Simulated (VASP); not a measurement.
```yaml
crystal:
  lattice:
    - [0.00000, 3.29010, 3.29010]
    - [3.29010, 0.00000, 3.29010]
    - [3.29010, 3.29010, 0.00000]
  atoms:
    - { symbol: Hg, position: [0.00000, 0.00000, 0.00000] }
    - { symbol: Te, position: [0.25000, 0.25000, 0.25000] }
```

The numbers are results of revTPSS meta-GGA, VASP's PBE PAW potentials (set 64) (plane waves; VASP 6.6.1), not measurements. Run with 520 eV cut-off, 10×10×10 Γ-centred mesh, first-order Methfessel-Paxton smearing of 0.10 eV, potentials Hg Te.

Unless said otherwise, spin-orbit coupling is left out, though it shifts the bands of the heavy elements here.

Predict the energy per atom (σ→0), band gap (on the k-mesh) with the smallest direct gap where there is one.

```json
{
 "band gap (on the k-mesh)": "none (metal, semimetal or under 0.01 eV)",
 "energy per atom (σ→0)": "29.149 eV/atom"
}
```

The compound is HgTe in the zinc blende structure. It was relaxed first, which changed the volume by +6 %.
